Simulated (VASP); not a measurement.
Computed with PBE GGA, VASP's PBE PAW potentials (set 64) (plane waves; VASP).

A VASP calculation is set up with these files.

### POSCAR
```
MnS
1
    5.3244000000     2.6622000000     2.6622000000
    2.6622000000     5.3244000000     2.6622000000
    2.6622000000     2.6622000000     5.3244000000
Mn S
2 2
Direct
  0.0000000000   0.0000000000   0.0000000000
  0.5000000000   0.5000000000   0.5000000000
  0.2500000000   0.2500000000   0.2500000000
  0.7500000000   0.7500000000   0.7500000000
```

File KPOINTS:
```
Automatic mesh
0
Gamma
6 6 6
0 0 0
```

### INCAR
```
! general
SYSTEM   =  MnS
PREC     =  Accurate
ENCUT    =  400
LREAL    =  .FALSE.
LASPH    =  .TRUE.
NBANDS   =  27

! electronic loop
EDIFF    =  1E-6
NELM     =  100
ALGO     =  Normal
LMAXMIX  =  4

! smearing
ISMEAR   =  0
SIGMA    =  0.05

! functional
GGA      =  PE

! spin
ISPIN    =  2
MAGMOM   =  5.0 -5.0 2*0.0

! ions
ISIF     =  2

! output
LWAVE    =  .FALSE.
LCHARG   =  .FALSE.
LORBIT   =  10
```

POTCAR, in this order: Mn_pv S (PBE.64 set). Program: vasp_std.

Output

File OUTCAR:
```
 ion  position               nearest neighbor table
   1  0.000  0.000  0.000-   4 2.66   4 2.66   4 2.66   3 2.66   3 2.66   3 2.66
   2  0.500  0.500  0.500-   3 2.66   3 2.66   3 2.66   4 2.66   4 2.66   4 2.66
   3  0.250  0.250  0.250-   1 2.66   1 2.66   1 2.66   2 2.66   2 2.66   2 2.66
   4  0.750  0.750  0.750-   2 2.66   2 2.66   2 2.66   1 2.66   1 2.66   1 2.66
  LATTYP: Found a trigonal (rhomboedric) cell.
 ALAT       =     6.5210315932
 COS(alpha) =     0.8333333333
 Subroutine PRICEL returns following result:
  LATTYP: Found a face centered cubic cell.
 ALAT       =     5.3244000000
 Subroutine GETGRP returns: Found 12 space group operations
The static configuration has the point symmetry D_3d.
The dynamic configuration has the point symmetry D_3d.
The overall configuration has the point symmetry D_3d.
 Subroutine INISYM returns: Found 12 space group operations
 Subroutine IBZKPT returns following result:
 Found     32 irreducible k-points:

 Following reciprocal coordinates:
            Coordinates               Weight
  0.000000  0.000000  0.000000      1.000000
  0.166667 -0.000000 -0.000000      6.000000
  0.333333 -0.000000 -0.000000      6.000000
  0.500000 -0.000000 -0.000000      3.000000
...
```

File OSZICAR:
```
       N       E                     dE             d eps       ncg     rms          rms(c)
DAV:   1     0.326224109762E+03    0.32622E+03   -0.18561E+04  3872   0.124E+03
DAV:   2    -0.447789313824E+01   -0.33070E+03   -0.31938E+03  3527   0.371E+02
DAV:   3    -0.298249304246E+02   -0.25347E+02   -0.24990E+02  4139   0.105E+02
DAV:   4    -0.305325389309E+02   -0.70761E+00   -0.70540E+00  3977   0.174E+01
DAV:   5    -0.305454727665E+02   -0.12934E-01   -0.12930E-01  4071   0.270E+00    0.145E+01
DAV:   6    -0.279959420414E+02    0.25495E+01   -0.14405E+01  4185   0.352E+01    0.123E+01
DAV:   7    -0.282361052237E+02   -0.24016E+00   -0.17807E+00  3604   0.115E+01    0.770E+00
DAV:   8    -0.282514102539E+02   -0.15305E-01   -0.16291E-01  4295   0.332E+00    0.392E+00
DAV:   9    -0.282449281362E+02    0.64821E-02   -0.33598E-02  3627   0.183E+00    0.558E-01
DAV:  10    -0.282483892931E+02   -0.34612E-02   -0.49189E-03  3725   0.529E-01    0.268E-01
DAV:  11    -0.282486615891E+02   -0.27230E-03   -0.26000E-04  3832   0.124E-01    0.161E-01
DAV:  12    -0.282488003458E+02   -0.13876E-03   -0.15410E-04  3630   0.804E-02    0.822E-02
DAV:  13    -0.282488380751E+02   -0.37729E-04   -0.45041E-05  3660   0.566E-02    0.153E-02
DAV:  14    -0.282488385787E+02   -0.50359E-06   -0.15216E-05  3759   0.250E-02    0.114E-02
DAV:  15    -0.282488388073E+02   -0.22861E-06   -0.11237E-06  2180   0.588E-03
   1 F= -.28248839E+02 E0= -.28248839E+02  d E =-.552636E-28  mag=     0.0000
```

File OUTCAR:
```
------------------------ aborting loop because EDIFF is reached ----------------------------------------
  FORCE on cell =-STRESS in cart. coord.  units (eV):
  Direction    XX          YY          ZZ          XY          YZ          ZX
  --------------------------------------------------------------------------------------
  Total       -3.4860229     -3.4860229     -3.4860229     -0.0927679     -0.0927679     -0.0927679
  in kB      -74.0046127    -74.0046127    -74.0046127     -1.9693662     -1.9693662     -1.9693662
  external PRESSURE =     -74.0046127 kB  Pullay stress =       0.0000000 kB
  volume of cell :       75.47
      direct lattice vectors                 reciprocal lattice vectors
     5.324400000  2.662200000  2.662200000     0.281721884 -0.093907295 -0.093907295
     2.662200000  5.324400000  2.662200000    -0.093907295  0.281721884 -0.093907295
     2.662200000  2.662200000  5.324400000    -0.093907295 -0.093907295  0.281721884
 POSITION                                       TOTAL-FORCE (eV/Angst)
 -----------------------------------------------------------------------------------
      0.00000      0.00000      0.00000        -0.000000      0.000000     -0.000000
      5.32440      5.32440      5.32440        -0.000000     -0.000000      0.000000
      2.66220      2.66220      2.66220         0.000000      0.000000      0.000000
      7.98660      7.98660      7.98660         0.000000     -0.000000     -0.000000
 -----------------------------------------------------------------------------------
    total drift:                                0.000000     -0.000000     -0.000000
  FREE ENERGIE OF THE ION-ELECTRON SYSTEM (eV)
  ---------------------------------------------------
  free  energy   TOTEN  =       -28.2488388073 eV

  energy  without entropy=      -28.2488388073  energy(sigma->0) =      -28.24883881

 total charge

# of ion       s       p       d       tot
------------------------------------------
    1        0.199   6.138   4.924  11.261
    2        0.199   6.138   4.924  11.261
    3        1.327   2.384   0.000   3.711
    4        1.327   2.384   0.000   3.711
--------------------------------------------------
tot          3.052  17.044   9.849  29.945

 magnetization (x)

# of ion       s       p       d       tot
------------------------------------------
    1        0.022   0.015   4.231   4.267
    2       -0.022  -0.015  -4.231  -4.267
    3        0.000   0.000   0.000   0.000
    4        0.000   0.000   0.000   0.000
--------------------------------------------------
tot         -0.000   0.000   0.000  -0.000
```
(Selected blocks of OUTCAR.)

The compound is MnS in the rock salt, AFM-II order structure. The cell was not relaxed at this level. The run is one of a series of settings (NBANDS = 27 against the base run), some of them coarse on purpose.
